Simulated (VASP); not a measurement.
# NiSb (Breithauptite) with AM05 + U: from relaxation to properties, part 5 of 11

Aim: relax NiSb (Breithauptite), then compute properties on the relaxed cell. The start is a cell from a database of measured crystal structures.

VASP 6.6.1, plane waves and PAW; the level of theory is named at each step.

Still holding for the runs below: A U on the itinerant d states of such a compound is hard to justify; it moves the bands at the Fermi level.

So far. Step 5 (Magnetic start: antiferromagnetic, q = (1/2, 1/2, 1/2)): The energy lies +2.4 meV an atom from the first pattern, and both runs end without moments, so a difference comes from cell, mesh or thresholds alone. The moments fall under 0.1 μB, and the mesh shows no gap.

The database entry behind the starting cell differs from later determinations by our own check (c about 0.3 % short), so it need not match the best structure at ambient conditions.

### 6. Magnetic start: antiferromagnetic, q = (1/2, 1/2, 0)

Level of this step: AM05, DFT+U (Ni d 4 eV), spin-polarised from an antiferromagnetic start; plane waves and PAW (Ni, Sb) (VASP).

Next, a pattern with opposite moments, which needs a doubled cell; q is given in the reciprocal vectors of the primitive cell.

Input file INCAR:

```
SYSTEM = NiSb
PREC = Accurate
ENCUT = 400
EDIFF = 1E-06
NELM = 100
ISMEAR = 0
SIGMA = 0.05
LREAL = .FALSE.
ALGO = Normal
GGA = AM
NBANDS = 42
ISPIN = 2
MAGMOM = 1 -1 1 -1 0 0 0 0
LDAU = .TRUE.
LDAUTYPE = 2
LDAUL = 2 -1
LDAUU = 4 0
LDAUJ = 0 0
LDAUPRINT = 1
LASPH = .TRUE.
LMAXMIX = 4
LORBIT = 11
LWAVE = .FALSE.
LCHARG = .FALSE.
KPAR = 8
ISIF = 2
```

Input file POSCAR:

```
NiSb
1.0
    7.8560000000      0.0000000000      0.0000000000
    1.9640000000      3.4017477861      0.0000000000
    0.0000000000      0.0000000000      5.1200000000
Ni Sb
4 4
Direct
    0.0000000000      0.0000000000      0.0000000000
    0.5000000000      0.0000000000      0.0000000000
    0.0000000000      0.0000000000      0.5000000000
    0.5000000000      0.0000000000      0.5000000000
    0.8333333333      0.6666666667      0.2500000000
    0.3333333333      0.6666666667      0.2500000000
    0.1666666667      0.3333333333      0.7500000000
    0.6666666667      0.3333333333      0.7500000000
```

Input file KPOINTS:

```
Automatic mesh
0
Gamma
7 7 5
0 0 0
```

PAW data sets: Ni and Sb (PBE family, release 64).

The run is started by

```bash
mpirun -np 8 vasp_std
```

The program printed:

```text
[... set-up lines as in an earlier step ...]
 entering main loop
       N       E                     dE             d eps       ncg     rms          rms(c)
DAV:   1     0.372205915638E+03    0.37221E+03   -0.20485E+04  8072   0.122E+03
DAV:   2    -0.518567806043E+01   -0.37739E+03   -0.36281E+03  8242   0.301E+02
DAV:   3    -0.336555843926E+02   -0.28470E+02   -0.27619E+02  9174   0.106E+02
DAV:   4    -0.343656911982E+02   -0.71011E+00   -0.70696E+00  9300   0.160E+01
DAV:   5    -0.343854782231E+02   -0.19787E-01   -0.19784E-01 10990   0.260E+00    0.158E+01
DAV:   6    -0.358676673579E+02   -0.14822E+01   -0.18481E+01  8988   0.590E+01    0.129E+01
DAV:   7    -0.337342733439E+02    0.21334E+01   -0.84180E+00  9240   0.458E+01    0.571E+00
DAV:   8    -0.337359701500E+02   -0.16968E-02   -0.13203E+00 11470   0.927E+00    0.232E+00
DAV:   9    -0.337289952331E+02    0.69749E-02   -0.35322E-01  9300   0.727E+00    0.711E-01
DAV:  10    -0.337343538494E+02   -0.53586E-02   -0.38041E-02 10374   0.259E+00    0.373E-01
DAV:  11    -0.337363120177E+02   -0.19582E-02   -0.64886E-03 10834   0.833E-01    0.261E-01
DAV:  12    -0.337363251853E+02   -0.13168E-04   -0.22131E-03  9182   0.620E-01    0.649E-02
DAV:  13    -0.337364902090E+02   -0.16502E-03   -0.39581E-04 11590   0.219E-01    0.467E-02
DAV:  14    -0.337365005984E+02   -0.10389E-04   -0.10616E-04  9162   0.971E-02    0.303E-02
DAV:  15    -0.337365034739E+02   -0.28754E-05   -0.19265E-05 10598   0.510E-02    0.118E-02
DAV:  16    -0.337365049779E+02   -0.15041E-05   -0.61287E-06  8428   0.222E-02    0.604E-03
DAV:  17    -0.337365054174E+02   -0.43949E-06   -0.10524E-06  4428   0.168E-02
   1 F= -.33736505E+02 E0= -.33734725E+02  d E =-.356002E-02  mag=    -0.0000
```

Elapsed: 89 s, on 8 MPI ranks of AMD EPYC 7R43, shared host; peak memory 3.2 GiB.

Parts of OUTCAR (step 6):

```text
   k-points           NKPTS =     48   k-points in BZ     NKDIM =     48   number of bands    NBANDS=     42

   ENCUT  =  400.0 eV  29.40 Ry    5.42 a.u.  12.81  6.41  8.35*2*pi/ulx,y,z

   NELECT =      60.0000    total number of electrons

atom =   1  type =  1  l = 2

 onsite density matrix

spin component  1

  0.8692 -0.0004 -0.0001  0.0502 -0.0001
 -0.0004  0.8622 -0.0002  0.0010  0.0497
 -0.0001 -0.0002  0.8879  0.0003  0.0000
  0.0502  0.0010  0.0003  0.8611 -0.0004
 -0.0001  0.0497  0.0000 -0.0004  0.8691

spin component  2

 occupancies and eigenvectors

  o =  0.8143  v =  0.0000  0.0000  0.0000  0.0000  0.0000  0.5852  0.3686  0.0036 -0.6384 -0.3379      0.0000  0.0000  0.0000  0.0000  0.0000  0.0000  0.0000  0.0000  0.0000  0.0000
  o =  0.8143  v =  0.5852  0.3686  0.0037 -0.6384 -0.3379  0.0000  0.0000  0.0000  0.0000  0.0000      0.0000  0.0000  0.0000  0.0000  0.0000  0.0000  0.0000  0.0000  0.0000  0.0000
  o =  0.8164  v =  0.0000  0.0000  0.0000  0.0000  0.0000 -0.3422  0.6314  0.0000  0.3645 -0.5928      0.0000  0.0000  0.0000  0.0000  0.0000  0.0000  0.0000  0.0000  0.0000  0.0000
  o =  0.8164  v = -0.3422  0.6314  0.0000  0.3645 -0.5928  0.0000  0.0000  0.0000  0.0000  0.0000      0.0000  0.0000  0.0000  0.0000  0.0000  0.0000  0.0000  0.0000  0.0000  0.0000
  o =  0.8879  v =  0.0057 -0.0006 -1.0000  0.0010 -0.0033  0.0000  0.0000  0.0000  0.0000  0.0000      0.0000  0.0000  0.0000  0.0000  0.0000  0.0000  0.0000  0.0000  0.0000  0.0000
  o =  0.8879  v =  0.0000  0.0000  0.0000  0.0000  0.0000  0.0057 -0.0006 -1.0000  0.0010 -0.0033      0.0000  0.0000  0.0000  0.0000  0.0000  0.0000  0.0000  0.0000  0.0000  0.0000
  o =  0.9155  v =  0.0000  0.0000  0.0000  0.0000  0.0000 -0.3645 -0.5928 -0.0000 -0.3422 -0.6314      0.0000  0.0000  0.0000  0.0000  0.0000  0.0000  0.0000  0.0000  0.0000  0.0000
  o =  0.9155  v = -0.3645 -0.5928 -0.0000 -0.3422 -0.6314  0.0000  0.0000  0.0000  0.0000  0.0000      0.0000  0.0000  0.0000  0.0000  0.0000  0.0000  0.0000  0.0000  0.0000  0.0000
  o =  0.9155  v =  0.0000  0.0000  0.0000  0.0000  0.0000  0.6384 -0.3379  0.0056  0.5852 -0.3686      0.0000  0.0000  0.0000  0.0000  0.0000  0.0000  0.0000  0.0000  0.0000  0.0000
  o =  0.9155  v =  0.6384 -0.3379  0.0056  0.5852 -0.3686  0.0000  0.0000  0.0000  0.0000  0.0000      0.0000  0.0000  0.0000  0.0000  0.0000  0.0000  0.0000  0.0000  0.0000  0.0000

atom =   2  type =  1  l = 2

 onsite density matrix

spin component  1

spin component  2

 occupancies and eigenvectors

  o =  0.8143  v =  0.5852  0.3686  0.0036 -0.6384 -0.3379  0.0000  0.0000  0.0000  0.0000  0.0000      0.0000  0.0000  0.0000  0.0000  0.0000  0.0000  0.0000  0.0000  0.0000  0.0000
  o =  0.8143  v =  0.0000  0.0000  0.0000  0.0000  0.0000  0.5852  0.3686  0.0037 -0.6384 -0.3379      0.0000  0.0000  0.0000  0.0000  0.0000  0.0000  0.0000  0.0000  0.0000  0.0000
  o =  0.8164  v = -0.3422  0.6314  0.0000  0.3645 -0.5928  0.0000  0.0000  0.0000  0.0000  0.0000      0.0000  0.0000  0.0000  0.0000  0.0000  0.0000  0.0000  0.0000  0.0000  0.0000
  o =  0.8164  v =  0.0000  0.0000  0.0000  0.0000  0.0000 -0.3422  0.6314  0.0000  0.3645 -0.5928      0.0000  0.0000  0.0000  0.0000  0.0000  0.0000  0.0000  0.0000  0.0000  0.0000
  o =  0.8879  v =  0.0000  0.0000  0.0000  0.0000  0.0000  0.0057 -0.0006 -1.0000  0.0010 -0.0033      0.0000  0.0000  0.0000  0.0000  0.0000  0.0000  0.0000  0.0000  0.0000  0.0000
  o =  0.8879  v =  0.0057 -0.0006 -1.0000  0.0010 -0.0033  0.0000  0.0000  0.0000  0.0000  0.0000      0.0000  0.0000  0.0000  0.0000  0.0000  0.0000  0.0000  0.0000  0.0000  0.0000
  o =  0.9155  v = -0.3645 -0.5928 -0.0000 -0.3422 -0.6314  0.0000  0.0000  0.0000  0.0000  0.0000      0.0000  0.0000  0.0000  0.0000  0.0000  0.0000  0.0000  0.0000  0.0000  0.0000
  o =  0.9155  v =  0.0000  0.0000  0.0000  0.0000  0.0000 -0.3645 -0.5928 -0.0000 -0.3422 -0.6314      0.0000  0.0000  0.0000  0.0000  0.0000  0.0000  0.0000  0.0000  0.0000  0.0000
[...]
o =  0.8143  v =  0.0000  0.0000  0.0000  0.0000  0.0000  0.5852 -0.3686  0.0037  0.6384 -0.3379      0.0000  0.0000  0.0000  0.0000  0.0000  0.0000  0.0000  0.0000  0.0000  0.0000
  o =  0.8164  v = -0.3422 -0.6314  0.0000 -0.3645 -0.5928  0.0000  0.0000  0.0000  0.0000  0.0000      0.0000  0.0000  0.0000  0.0000  0.0000  0.0000  0.0000  0.0000  0.0000  0.0000
  o =  0.8164  v =  0.0000  0.0000  0.0000  0.0000  0.0000 -0.3422 -0.6314  0.0000 -0.3645 -0.5928      0.0000  0.0000  0.0000  0.0000  0.0000  0.0000  0.0000  0.0000  0.0000  0.0000
  o =  0.8879  v =  0.0000  0.0000  0.0000  0.0000  0.0000  0.0057  0.0006 -1.0000 -0.0010 -0.0033      0.0000  0.0000  0.0000  0.0000  0.0000  0.0000  0.0000  0.0000  0.0000  0.0000
  o =  0.8879  v =  0.0057  0.0006 -1.0000 -0.0010 -0.0033  0.0000  0.0000  0.0000  0.0000  0.0000      0.0000  0.0000  0.0000  0.0000  0.0000  0.0000  0.0000  0.0000  0.0000  0.0000
  o =  0.9155  v = -0.3645  0.5928 -0.0000  0.3422 -0.6314  0.0000  0.0000  0.0000  0.0000  0.0000      0.0000  0.0000  0.0000  0.0000  0.0000  0.0000  0.0000  0.0000  0.0000  0.0000
  o =  0.9155  v =  0.0000  0.0000  0.0000  0.0000  0.0000 -0.3645  0.5928 -0.0000  0.3422 -0.6314      0.0000  0.0000  0.0000  0.0000  0.0000  0.0000  0.0000  0.0000  0.0000  0.0000
  o =  0.9155  v =  0.6384  0.3379  0.0056 -0.5852 -0.3686  0.0000  0.0000  0.0000  0.0000  0.0000      0.0000  0.0000  0.0000  0.0000  0.0000  0.0000  0.0000  0.0000  0.0000  0.0000
  o =  0.9155  v =  0.0000  0.0000  0.0000  0.0000  0.0000  0.6384  0.3379  0.0056 -0.5852 -0.3686      0.0000  0.0000  0.0000  0.0000  0.0000  0.0000  0.0000  0.0000  0.0000  0.0000

 E-fermi :   9.6143

 spin component 1
 k-point     1 :       0.0000    0.0000    0.0000
  band No.  band energies     occupation
    ...
     25       7.9727      1.00000
     26       7.9729      1.00000
     27       7.9742      1.00000
     28       9.2151      1.00000
     29       9.3079      1.00000
     30      10.5171      0.00000
     31      10.5210      0.00000
     32      10.7562      0.00000
     33      12.1321      0.00000
     34      12.1327      0.00000
    ...

 k-point     2 :       0.1429    0.0000    0.0000
  band No.  band energies     occupation
    ...
     25       7.9727      1.00000
     26       7.9728      1.00000
     27       8.0625      1.00000
     28       9.2887      1.00000
     29       9.3682      1.00000
     30       9.9332      0.00000
     31      10.2223      0.00000
     32      10.8765      0.00000
     33      11.7916      0.00000
     34      12.4017      0.00000
    ...

  Total       -6.0417945     -5.8226734     -5.3167994      0.1897644      0.0000000     -0.0000000
  in kB      -70.7461779    -68.1803873    -62.2568745      2.2220398      0.0000000     -0.0000000
  external PRESSURE =     -67.0611466 kB  Pullay stress =       0.0000000 kB

 POSITION                                       TOTAL-FORCE (eV/Angst)
 -----------------------------------------------------------------------------------
      0.00000      0.00000      0.00000        -0.000000      0.000000      0.000000
      3.92800      0.00000      0.00000        -0.000000      0.000000      0.000000
      0.00000      0.00000      2.56000        -0.000000      0.000000      0.000000
      3.92800      0.00000      2.56000        -0.000000      0.000000      0.000000
      7.85600      2.26783      1.28000         0.022683     -0.013096     -0.000000
      3.92800      2.26783      1.28000         0.022683     -0.013096     -0.000000
      1.96400      1.13392      3.84000        -0.022683      0.013096     -0.000000
      5.89200      1.13392      3.84000        -0.022683      0.013096     -0.000000
 -----------------------------------------------------------------------------------
    total drift:                                0.000000      0.000000      0.000000

  FREE ENERGIE OF THE ION-ELECTRON SYSTEM (eV)
  ---------------------------------------------------
  free  energy   TOTEN  =       -33.7365054174 eV

  energy  without entropy=      -33.7329453989  energy(sigma->0) =      -33.73472541

 magnetization (x)
# of ion       s       p       d       tot
------------------------------------------
    1        0.000   0.000  -0.000   0.000
    2       -0.000  -0.000   0.000  -0.000
    3        0.000   0.000  -0.000   0.000
    4       -0.000  -0.000   0.000  -0.000
    5       -0.000   0.000  -0.000   0.000
    6        0.000  -0.000   0.000  -0.000
    7       -0.000   0.000  -0.000   0.000
    8        0.000  -0.000   0.000  -0.000
--------------------------------------------------
tot          0.000   0.000   0.000   0.000

[... 2 parts as in an earlier step ...]

[... 13 further parts left out ...]
```

At this level the cell is under a tension of 6.7 GPa, so at these settings it is away from equilibrium.

This step gave:

- irreducible k-points: 48
- symmetry operations: 8
- free energy (TOTEN): -33.74 eV
- energy at zero smearing: -33.73 eV
- Fermi energy: 9.614 eV
- pressure: -6.706 GPa

The energy lies +0.7 meV an atom from the first pattern, and both runs end without moments, so a difference comes from cell, mesh or thresholds alone. The moments fall under 0.1 μB, and the mesh shows no gap.

### 7. The orders side by side

This step: collinear orders at AM05, DFT+U (Ni d 4 eV); plane waves and PAW (VASP 6.6.1).

Derived from the runs above.

Patterns, by row:

| start | atoms | energy less that of the first (meV/atom) | largest site moment (μB) | end state |
| --- | --- | --- | --- | --- |
| ferromagnetic | 4 | 0 | 0 | non-magnetic |
| antiferromagnetic within the cell | 4 | 0 | 0 | non-magnetic |
| antiferromagnetic, q = (0, 0, 1/2) | 8 | 5.4 | 0 | non-magnetic |
| antiferromagnetic, q = (1/2, 1/2, 1/2) | 8 | 2.4 | 0 | non-magnetic |
| antiferromagnetic, q = (1/2, 1/2, 0) | 8 | 0.7 | 0 | non-magnetic |

All patterns lost their moments. Runs that ended non-magnetic differ by up to 5.4 meV an atom among themselves, which can come from the unlike meshes of the cells or from a run that isn't fully settled. The session goes on with moments started at or near zero.

[end of part 5 of 11]

[Lines on the potential files, build, host, timing and source positions are cut from VASP's logs without a mark.]

[Logs are printed without paths, hosts, clocks, repeated set-up lines and the standing remarks that a program may print on its own settings, such as how far it seeks lower states.]

[Hosts, paths, dates, database ids (printed as entryN), source tags and the programs' standing remarks are cut or masked in the printed files.]

[A measured line is paired with the nearest computed mode of its activity, which favours agreement.]

[In band tables of VASP the shares of atoms and orbitals are scaled to a sum of 1 inside the atoms' spheres.]
